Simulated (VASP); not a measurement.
A run of VASP 6.6.1 is set up as follows.

The input INCAR:

```
SYSTEM = MgZr2O3
PREC = Accurate ; ENCUT = 520
EDIFF = 1E-6 ; ISMEAR = 0
SIGMA = 0.1 ; LREAL = .FALSE.
LASPH = .TRUE. ; NELM = 150
ALGO = Normal ; ISIF = 2
LWAVE = .FALSE. ; LCHARG = .FALSE.
METAGGA = R2SCAN ; LMIXTAU = .TRUE.
KPAR = 4
```

Contents of KPOINTS:

```
regular mesh
0
G
  6 6 10
  0 0 0
```

File POSCAR:

```
MgZr2O3                                 
1.0
    5.3829839611      0.0000000000      0.0000000000
   -2.6914919805      4.6618008599      0.0000000000
    0.0000000000      0.0000000000      3.1011721595
  Mg              Zr              O             
     1     2     3
Direct
     0.0000000000000000    0.0000000000000000    0.0000000000000000
     0.3333333300000021    0.6666666699999979    0.5000000000000000
     0.6666666699999979    0.3333333300000021    0.5000000000000000
     0.4122316225323459    0.0000000000000000    0.0000000000000000
     0.9999999999999929    0.4122316225323388    0.0000000000000000
     0.5877683774676612    0.5877683774676612    0.0000000000000000
```

Potentials or basis: VASP PAW PBE potentials, release 64 (Mg, Zr_sv, O).

Launch:

```sh
$ cat potpaw_PBE.64/Mg/POTCAR potpaw_PBE.64/Zr_sv/POTCAR potpaw_PBE.64/O/POTCAR > POTCAR
$ mpirun -np 4 vasp_std > vasp.out
```

Q: Estimate the band gap on the k mesh.

A: None (metal or under the smearing width).

Q: Predict the largest force.

A: 0.003 eV/Å.

Q: What does it give for the pressure?

A: -2.7 GPa.

Stress tensor (GPa, compression positive):
```
-3.02  0.00  0.00
 0.00 -3.02  0.00
 0.00  0.00 -2.14
```

Caveat: the PAW data sets were made with another functional, which shifts forces and pressure a little.
